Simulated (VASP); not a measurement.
# Lattice of MgS (Niningerite), functional by functional

Which functional gives which lattice for MgS (Niningerite)? The starting structure is a measured crystal structure from the Crystallography Open Database. The first relaxation on each setting starts from this cell expanded by 3 % in volume.

Main program and level: VASP 6.6.1; Kohn-Sham DFT with plane waves and PAW; PBEsol, LDA, PBE, PBEsol + D3(BJ), r2SCAN and r2SCAN + rVV10.

## Step 1: Starting point

Symmetry: Fm-3m, No. 225, cubic system. Conventional cell: a = 5.203 Å, b = 5.203 Å, c = 5.203 Å, α = 90.00°, β = 90.00°, γ = 90.00°. Nearest to S lie 6 Mg at 2.60 Å. Mg has 6 S at 2.60 Å nearest. Farther neighbours and most contacts between anions are not listed.

## Step 2: Relaxation with PBEsol

PBEsol restores the gradient expansion of exchange and is tuned for the cells of solids. This run starts from the cell of an earlier relaxation, which isn't shown; the restart sets up the plane waves anew.

The input, INCAR:

```
SYSTEM = MgS
PREC = Accurate
ENCUT = 450
EDIFF = 1E-06
NELM = 100
ISMEAR = 0
SIGMA = 0.03
LREAL = .FALSE.
ALGO = Normal
GGA = PS
NBANDS = 10
LORBIT = 11
LWAVE = .FALSE.
LCHARG = .FALSE.
KPAR = 4
IBRION = 2
NSW = 50
ISIF = 3
EDIFFG = -0.006
```

The input, POSCAR:

```
MgS
1.0
    0.0000000000      2.5888178205      2.5888178205
    2.5888178205      0.0000000000      2.5888178205
    2.5888178205      2.5888178205      0.0000000000
S Mg
1 1
Direct
    0.5000000000      0.5000000000      0.5000000000
    0.0000000000      0.0000000000      0.0000000000
```

The input, KPOINTS:

```
Automatic mesh
0
Gamma
8 8 8
0 0 0
```

PAW data sets: S and Mg (PBE family, release 64).

Run with:

```sh
> mpirun -np 4 vasp_std
```

The program printed:

```text
[banner, memory and clock lines left out]
running    4 mpi-ranks, on    1 nodes
 distrk:  each k-point on    1 cores,    4 groups
 distr:  one band on    1 cores,    1 groups

 POSCAR found type information on POSCAR S Mg
 POSCAR found :  2 types and       2 ions
|                                                                             |
|               ----> ADVICE to this user running VASP <----                  |
|                                                                             |
|     You enforced a specific xc type in the INCAR file but a different       |
|     [... a line on the potential file left out ...]
|     I HOPE YOU KNOW WHAT YOU ARE DOING!                                     |
|                                                                             |

 LDA part: xc-table for (Slater+PW92), standard interpolation
 POSCAR, INCAR and KPOINTS ok, starting setup
 FFT: planning ... GRIDC
 FFT: planning ... GRID_SOFT
 FFT: planning ... GRID
 WAVECAR not read
 entering main loop
       N       E                     dE             d eps       ncg     rms          rms(c)
DAV:   1     0.170229744834E+02    0.17023E+02   -0.34645E+03   612   0.582E+02
DAV:   2    -0.836815975080E+01   -0.25391E+02   -0.23873E+02   724   0.960E+01
DAV:   3    -0.943511408029E+01   -0.10670E+01   -0.10658E+01   732   0.216E+01
DAV:   4    -0.944014537479E+01   -0.50313E-02   -0.50307E-02   728   0.173E+00
DAV:   5    -0.944018036331E+01   -0.34989E-04   -0.34988E-04   702   0.131E-01    0.417E+00
DAV:   6    -0.911812132877E+01    0.32206E+00   -0.70803E-01   624   0.353E+00    0.316E+00
DAV:   7    -0.907735103051E+01    0.40770E-01   -0.18774E-01   648   0.196E+00    0.194E+00
DAV:   8    -0.907479901574E+01    0.25520E-02   -0.97175E-03   644   0.617E-01    0.704E-01
DAV:   9    -0.907461874350E+01    0.18027E-03   -0.44027E-04   642   0.128E-01    0.297E-01
DAV:  10    -0.907461153233E+01    0.72112E-05   -0.12530E-04   652   0.536E-02    0.131E-02
DAV:  11    -0.907461220796E+01   -0.67563E-06   -0.15126E-06   616   0.836E-03
   1 F= -.90746122E+01 E0= -.90746122E+01  d E =-.907461E+01
 curvature:   0.00 expect dE= 0.000E+00 dE for cont linesearch  0.000E+00
 trial: gam= 0.00000 g(F)=  0.413E-60 g(S)=  0.122E-05 ort = 0.000E+00 (trialstep = 0.100E+01)
 search vector abs. value=  0.122E-05
 reached required accuracy - stopping structural energy minimisation
```

Wall time 7 s (4 MPI ranks of AMD EPYC 7R43, shared host); peak memory 0.44 GiB; 23 s of CPU time.

Lines that name or quote the potential files are left out of all logs, and their timing lines are given in words.

OUTCAR, selected parts (step 2):

```text
ion  position               nearest neighbor table
   1  0.500  0.500  0.500-   2 2.59   2 2.59   2 2.59   2 2.59   2 2.59   2 2.59
   2  0.000  0.000  0.000-   1 2.59   1 2.59   1 2.59   1 2.59   1 2.59   1 2.59

  LATTYP: Found a face centered cubic cell.
 ALAT       =     5.1776356410

 Subroutine GETGRP returns: Found 48 space group operations
 (whereof 48 operations were pure point group operations)

The static configuration has the point symmetry O_h .

 Found     29 irreducible k-points:

   k-points           NKPTS =     29   k-points in BZ     NKDIM =     29   number of bands    NBANDS=     10

   dimension x,y,z NGX =    28 NGY =   28 NGZ =   28
   dimension x,y,z NGXF=    56 NGYF=   56 NGZF=   56

   ENCUT  =  450.0 eV  33.07 Ry    5.75 a.u.   6.33  6.33  6.33*2*pi/ulx,y,z

   NELECT =       8.0000    total number of electrons

 k-points in reciprocal lattice and weights: Automatic mesh
   0.00000000  0.00000000  0.00000000       0.002
   0.12500000  0.00000000  0.00000000       0.016
   0.25000000  0.00000000  0.00000000       0.016
   0.37500000  0.00000000  0.00000000       0.016
   0.50000000  0.00000000  0.00000000       0.008
   0.12500000  0.12500000  0.00000000       0.012
   0.25000000  0.12500000  0.00000000       0.047
   0.37500000  0.12500000  0.00000000       0.047
   0.50000000  0.12500000  0.00000000       0.047
[...]
-0.37500000  0.50000000  0.12500000       0.023
  -0.25000000  0.50000000  0.25000000       0.012

 average (electrostatic) potential at core
       1 -86.0839       2 -36.3808

 E-fermi :   4.0096

 k-point     1 :       0.0000    0.0000    0.0000
  band No.  band energies     occupation
      1      -8.9600      2.00000
      2       3.8096      2.00000
      3       3.8096      2.00000
      4       3.8096      2.00000
      5       7.5192      0.00000
      6      11.6537      0.00000
      7      11.6537      0.00000
      8      11.6537      0.00000
      9      14.1367      0.00000
    ...

 k-point     2 :       0.1250    0.0000    0.0000
  band No.  band energies     occupation
      1      -8.8036      2.00000
      2       2.7301      2.00000
      3       3.7033      2.00000
      4       3.7033      2.00000
      5       8.3230      0.00000
      6      11.3375      0.00000
      7      11.9129      0.00000
      8      11.9129      0.00000
      9      13.4937      0.00000
    ...

 k-point     3 :       0.2500    0.0000    0.0000
  band No.  band energies     occupation
      1      -8.3791      2.00000
      2       0.9228      2.00000
      3       3.4725      2.00000
      4       3.4725      2.00000
      5       8.6929      0.00000
      6      11.5642      0.00000
      7      11.5642      0.00000
      8      12.1054      0.00000
      9      14.0526      0.00000
    ...

  Total       -0.0040983     -0.0040983     -0.0040983      0.0000000      0.0000000      0.0000000
  in kB       -0.1892279     -0.1892279     -0.1892279      0.0000000      0.0000000      0.0000000
  external PRESSURE =      -0.1892279 kB  Pullay stress =       0.0000000 kB

  energy-cutoff  :      450.00
  volume of cell :       34.70
      direct lattice vectors                 reciprocal lattice vectors
     0.000000000  2.588817821  2.588817821    -0.193138349  0.193138349  0.193138349
     2.588817821  0.000000000  2.588817821     0.193138349 -0.193138349  0.193138349
     2.588817821  2.588817821  0.000000000     0.193138349  0.193138349 -0.193138349

 POSITION                                       TOTAL-FORCE (eV/Angst)
 -----------------------------------------------------------------------------------
      2.58882      2.58882      2.58882         0.000000      0.000000      0.000000
      0.00000      0.00000      0.00000        -0.000000     -0.000000     -0.000000
 -----------------------------------------------------------------------------------
    total drift:                                0.000000      0.000000      0.000000

  FREE ENERGIE OF THE ION-ELECTRON SYSTEM (eV)
  ---------------------------------------------------
  free  energy   TOTEN  =        -9.0746122080 eV

  energy  without entropy=       -9.0746122080  energy(sigma->0) =       -9.07461221

 reached required accuracy - stopping structural energy minimisation

 total charge
# of ion       s       p       d       tot
------------------------------------------
    1        1.309   2.486   0.000   3.794
    2        0.139   0.132   0.041   0.312
--------------------------------------------------
tot          1.447   2.618   0.041   4.106

[... 3 further parts left out ...]
```

The PAW data sets were made with PBE, which is usual practice but a small mismatch for other functionals. The run keeps the 48 symmetry operations of its start, so it cannot find a distortion of lower symmetry.

With PBEsol the relaxed cell holds 17.350 Å³ an atom, -1.47 % against the measured cell, with a = 5.178 Å.

## Step 3: Relaxation with LDA

LDA, the lowest rung, knows the local density alone. This run starts from the cell of an earlier relaxation, which isn't shown; the restart sets up the plane waves anew.

Edit INCAR of step 2 so:

```diff
@@ -9,3 +9,3 @@
 ALGO = Normal
-GGA = PS
+GGA = CA
 NBANDS = 10
```

The input, POSCAR:

```
MgS
1.0
    0.0000000000      2.5585520072      2.5585520072
    2.5585520072      0.0000000000      2.5585520072
    2.5585520072      2.5585520072      0.0000000000
S Mg
1 1
Direct
    0.5000000000      0.5000000000      0.5000000000
    0.0000000000      0.0000000000      0.0000000000
```

KPOINTS is that of step 2.

Potentials, in the order of the species: S and Mg (LDA family, release 64).

Run with:

```sh
> mpirun -np 4 vasp_std
```

The program printed:

```text
[banner, memory and clock lines left out]
running    4 mpi-ranks, on    1 nodes
[...]
LDA part: xc-table for (Slater(with rela. corr.)+CA(PZ))
 , standard interpolation
 POSCAR, INCAR and KPOINTS ok, starting setup
[...]
entering main loop
       N       E                     dE             d eps       ncg     rms          rms(c)
DAV:   1     0.175772545858E+02    0.17577E+02   -0.34220E+03   636   0.577E+02
DAV:   2    -0.892389407672E+01   -0.26501E+02   -0.25487E+02   752   0.985E+01
DAV:   3    -0.100072661265E+02   -0.10834E+01   -0.10817E+01   702   0.215E+01
DAV:   4    -0.100139865999E+02   -0.67205E-02   -0.67200E-02   710   0.198E+00
[...]
DAV:  10    -0.959209866807E+01    0.19618E-04   -0.54595E-05   684   0.381E-02    0.120E-01
DAV:  11    -0.959209477871E+01    0.38894E-05   -0.20879E-05   638   0.213E-02    0.152E-02
DAV:  12    -0.959209481323E+01   -0.34526E-07   -0.24207E-07   332   0.381E-03
   1 F= -.95920948E+01 E0= -.95920948E+01  d E =-.959209E+01
[...]
reached required accuracy - stopping structural energy minimisation
```

It took 6.2 s on 4 MPI ranks; peak memory 0.4 GiB; 21 s of CPU time.

From OUTCAR (step 3):

```text
  Total       -0.0024270     -0.0024270     -0.0024270      0.0000000      0.0000000     -0.0000000
  in kB       -0.1160842     -0.1160842     -0.1160842      0.0000000      0.0000000     -0.0000000
  external PRESSURE =      -0.1160842 kB  Pullay stress =       0.0000000 kB

 POSITION                                       TOTAL-FORCE (eV/Angst)
 -----------------------------------------------------------------------------------
      2.55855      2.55855      2.55855         0.000000     -0.000000      0.000000
      0.00000      0.00000      0.00000        -0.000000      0.000000     -0.000000
 -----------------------------------------------------------------------------------
    total drift:                                0.000000      0.000000      0.000000

  FREE ENERGIE OF THE ION-ELECTRON SYSTEM (eV)
  ---------------------------------------------------
  free  energy   TOTEN  =        -9.5920948132 eV

  energy  without entropy=       -9.5920948132  energy(sigma->0) =       -9.59209481

[... 2 parts as in an earlier step ...]

[... 2 further parts left out ...]
[key lines of the parts left out:]
E-fermi :   4.2395
```

With LDA the relaxed cell holds 16.749 Å³ an atom, -4.89 % against the measured cell, with a = 5.117 Å. That is -3.47 % from PBEsol.

## Step 4: Relaxation with PBE

PBE, the usual starting point, adds the gradient of the density. This run starts from the cell of an earlier relaxation, which isn't shown; the restart sets up the plane waves anew.

Edit INCAR of step 3 so:

```diff
@@ -9,3 +9,3 @@
 ALGO = Normal
-GGA = CA
+GGA = PE
 NBANDS = 10
```

The input, POSCAR:

```
MgS
1.0
    0.0000000000      2.6113797340      2.6113797340
    2.6113797340      0.0000000000      2.6113797340
    2.6113797340      2.6113797340      0.0000000000
S Mg
1 1
Direct
    0.5000000000      0.5000000000      0.5000000000
    0.0000000000      0.0000000000      0.0000000000
```

KPOINTS is that of step 3.

Potentials, in the order of the species: S and Mg (PBE family, release 64).

Run with:

```sh
> mpirun -np 4 vasp_std
```

The program printed:

```text
[banner, memory and clock lines left out]
running    4 mpi-ranks, on    1 nodes
[...]
LDA part: xc-table for (Slater+PW92), standard interpolation
 POSCAR, INCAR and KPOINTS ok, starting setup
[...]
entering main loop
       N       E                     dE             d eps       ncg     rms          rms(c)
DAV:   1     0.200205813084E+02    0.20021E+02   -0.34437E+03   604   0.585E+02
DAV:   2    -0.781347598226E+01   -0.27834E+02   -0.26893E+02   796   0.980E+01
DAV:   3    -0.890555639116E+01   -0.10921E+01   -0.10907E+01   718   0.222E+01
DAV:   4    -0.891247899353E+01   -0.69226E-02   -0.69219E-02   736   0.211E+00
[...]
DAV:  10    -0.850272060642E+01   -0.17617E-04   -0.23841E-04   652   0.761E-02    0.386E-02
DAV:  11    -0.850271703488E+01    0.35715E-05   -0.23053E-05   640   0.223E-02    0.210E-02
DAV:  12    -0.850271688145E+01    0.15343E-06   -0.70076E-07   350   0.565E-03
   1 F= -.85027169E+01 E0= -.85027169E+01  d E =-.850272E+01
[...]
reached required accuracy - stopping structural energy minimisation
```

Wall time 6.8 s (4 MPI ranks); peak memory 0.49 GiB; 22 s of CPU time.

Parts of OUTCAR (step 4):

```text
  Total       -0.0004053     -0.0004053     -0.0004053     -0.0000000     -0.0000000     -0.0000000
  in kB       -0.0182322     -0.0182322     -0.0182322     -0.0000000     -0.0000000     -0.0000000
  external PRESSURE =      -0.0182322 kB  Pullay stress =       0.0000000 kB

 POSITION                                       TOTAL-FORCE (eV/Angst)
 -----------------------------------------------------------------------------------
      2.61138      2.61138      2.61138         0.000000     -0.000000     -0.000000
      0.00000      0.00000      0.00000        -0.000000      0.000000      0.000000
 -----------------------------------------------------------------------------------
    total drift:                                0.000000      0.000000      0.000000

  FREE ENERGIE OF THE ION-ELECTRON SYSTEM (eV)
  ---------------------------------------------------
  free  energy   TOTEN  =        -8.5027168814 eV

  energy  without entropy=       -8.5027168814  energy(sigma->0) =       -8.50271688

[... 2 parts as in an earlier step ...]

[... 2 further parts left out ...]
[key lines of the parts left out:]
E-fermi :   3.7572
```

With PBE the relaxed cell holds 17.808 Å³ an atom, +1.13 % against the measured cell, with a = 5.223 Å. That is +2.64 % from PBEsol.

## Step 5: Relaxation with PBEsol + D3(BJ)

D3 with Becke-Johnson damping keeps a finite attraction at short range. This run starts from the cell of an earlier relaxation, which isn't shown; the restart sets up the plane waves anew.

Edit INCAR of step 4 so:

```diff
@@ -9,3 +9,4 @@
 ALGO = Normal
-GGA = PE
+GGA = PS
+IVDW = 12
 NBANDS = 10
```

The input, POSCAR:

```
MgS
1.0
    0.0000000000      2.5572391993      2.5572391993
    2.5572391993      0.0000000000      2.5572391993
    2.5572391993      2.5572391993      0.0000000000
S Mg
1 1
Direct
    0.5000000000      0.5000000000      0.5000000000
    0.0000000000      0.0000000000      0.0000000000
```

KPOINTS is that of step 4.

Run with:

```sh
> mpirun -np 4 vasp_std
```

The program printed:

```text
[banner, memory and clock lines left out]
running    4 mpi-ranks, on    1 nodes
[...]
[... a notice as in an earlier step ...]

 LDA part: xc-table for (Slater+PW92), standard interpolation
 POSCAR, INCAR and KPOINTS ok, starting setup
[...]
entering main loop
       N       E                     dE             d eps       ncg     rms          rms(c)
DAV:   1     0.186612098051E+02    0.18661E+02   -0.33038E+03   596   0.573E+02
DAV:   2    -0.829135034758E+01   -0.26953E+02   -0.25965E+02   754   0.100E+02
DAV:   3    -0.941035705415E+01   -0.11190E+01   -0.11171E+01   716   0.217E+01
DAV:   4    -0.941741571617E+01   -0.70587E-02   -0.70579E-02   716   0.203E+00
[...]
DAV:   9    -0.906235166452E+01    0.15348E-03   -0.38260E-04   636   0.121E-01    0.289E-01
DAV:  10    -0.906234826943E+01    0.33951E-05   -0.12852E-04   652   0.543E-02    0.181E-02
DAV:  11    -0.906234744142E+01    0.82801E-06   -0.33194E-06   646   0.102E-02
   1 F= -.96963688E+01 E0= -.96963688E+01  d E =-.969637E+01
[...]
reached required accuracy - stopping structural energy minimisation
```

Wall time 6.8 s (4 MPI ranks); peak memory 0.49 GiB.

OUTCAR, selected parts (step 5):

```text
 Edisp (eV)   -0.63402

  Total      -0.00086    -0.00086    -0.00086     0.00000    -0.00000     0.00000
  in kB      -0.04103    -0.04103    -0.04103     0.00000    -0.00000     0.00000
  external pressure =       -0.04 kB  Pullay stress =        0.00 kB

 POSITION                                       TOTAL-FORCE (eV/Angst)
 -----------------------------------------------------------------------------------
      2.55724      2.55724      2.55724         0.000000      0.000000      0.000000
      0.00000      0.00000      0.00000        -0.000000     -0.000000     -0.000000
 -----------------------------------------------------------------------------------
    total drift:                                0.000000      0.000000      0.000000

  FREE ENERGIE OF THE ION-ELECTRON SYSTEM (eV)
  ---------------------------------------------------
  free  energy   TOTEN  =        -9.6963687966 eV

  energy  without entropy=       -9.6963687966  energy(sigma->0) =       -9.69636880

[... 2 parts as in an earlier step ...]

[... 2 further parts left out ...]
[key lines of the parts left out:]
E-fermi :   4.2734
```

With PBEsol + D3(BJ) the relaxed cell holds 16.723 Å³ an atom, -5.03 % against the measured cell, with a = 5.114 Å. That is -3.61 % from PBEsol.

## Step 6: Relaxation with r2SCAN

r2SCAN adds the kinetic-energy density, costs more than a GGA and is run with LASPH. This run starts from the cell of an earlier relaxation, which isn't shown; the restart sets up the plane waves anew.

Edit INCAR of step 5 so:

```diff
@@ -9,4 +9,4 @@
 ALGO = Normal
-GGA = PS
-IVDW = 12
+METAGGA = R2SCAN
+LASPH = .TRUE.
 NBANDS = 10
```

The input, POSCAR:

```
MgS
1.0
    0.0000000000      2.5962075647      2.5962075647
    2.5962075647      0.0000000000      2.5962075647
    2.5962075647      2.5962075647      0.0000000000
S Mg
1 1
Direct
    0.5000000000      0.5000000000      0.5000000000
    0.0000000000      0.0000000000      0.0000000000
```

KPOINTS is that of step 5.

Run with:

```sh
> mpirun -np 4 vasp_std
```

The program printed:

```text
[banner, memory and clock lines left out]
running    4 mpi-ranks, on    1 nodes
[...]
[... a notice as in an earlier step ...]

 LDA part: xc-table for (None), standard interpolation
 POSCAR, INCAR and KPOINTS ok, starting setup
[...]
entering main loop
       N       E                     dE             d eps       ncg     rms          rms(c)
DAV:   1     0.110721589064E+02    0.11072E+02   -0.34305E+03   620   0.591E+02
DAV:   2    -0.159376115000E+02   -0.27010E+02   -0.25825E+02   716   0.103E+02
DAV:   3    -0.170917671305E+02   -0.11542E+01   -0.11530E+01   726   0.233E+01
DAV:   4    -0.170981535356E+02   -0.63864E-02   -0.63854E-02   694   0.200E+00
[...]
DAV:  11    -0.155100416406E+02   -0.13551E-05   -0.13662E-06   670   0.101E-02    0.828E-03
DAV:  12    -0.155100406144E+02    0.10262E-05   -0.80009E-08   342   0.184E-03    0.570E-04
DAV:  13    -0.155100405125E+02    0.10196E-06   -0.24207E-08   316   0.939E-04
   1 F= -.15510041E+02 E0= -.15510041E+02  d E =-.155100E+02
[...]
reached required accuracy - stopping structural energy minimisation
```

The job ended after 30 s (4 MPI ranks; peak memory 0.47 GiB).

(Part 1 of 2 ends here.)

[Lines on the potential files, build, host, timing and source positions are cut from VASP's logs without a mark.]

[Logs are printed without paths, hosts, clocks, repeated set-up lines and the standing remarks that a program may print on its own settings, such as how far it seeks lower states.]

[Hosts, paths, dates, database ids (printed as entryN), source tags and the programs' standing remarks are cut or masked in the printed files.]
